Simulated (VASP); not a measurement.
Consider the following.

```
CELL_PARAMETERS angstrom
      4.00094     0.00000     0.00000
      0.00000     4.00094     0.00000
      0.00000     0.00000     4.37983
ATOMIC_POSITIONS crystal
  Ba 0.00000 0.00000 0.02009
  Ti 0.50000 0.50000 0.53720
  O  0.50000 0.50000 0.94823
  O  0.00000 0.50000 0.47924
  O  0.50000 0.00000 0.47924
```

These are revPBE GGA, VASP's PBE PAW potentials (set 64) (plane waves; VASP) values and carry that method's errors. Settings: 520 eV cut-off, 6×6×6 Γ-centred mesh, tetrahedra with Blöchl corrections, potentials Ba_sv Ti_sv O.

The cores are frozen, which limits the accuracy of field gradients.

Give the principal components of the electric field gradient (V/Å²) and the asymmetry η at each nucleus.

```json
[
 {"atom": "Ba1", "Vxx": "4.6", "Vyy": "4.6", "Vzz": "-9.2", "η": "0.00"},
 {"atom": "Ti2", "Vxx": "-14.2", "Vyy": "-14.2", "Vzz": "28.3", "η": "0.00"},
 {"atom": "O3", "Vxx": "-6.1", "Vyy": "-6.1", "Vzz": "12.2", "η": "0.00"},
 {"atom": "O4", "Vxx": "-24.6", "Vyy": "-5.2", "Vzz": "29.8", "η": "0.65"},
 {"atom": "O5", "Vxx": "-24.6", "Vyy": "-5.2", "Vzz": "29.8", "η": "0.65"}
]
```

The compound is BaTiO3 in the tetragonal perovskite structure. It was relaxed first, which changed the volume by +9 %.
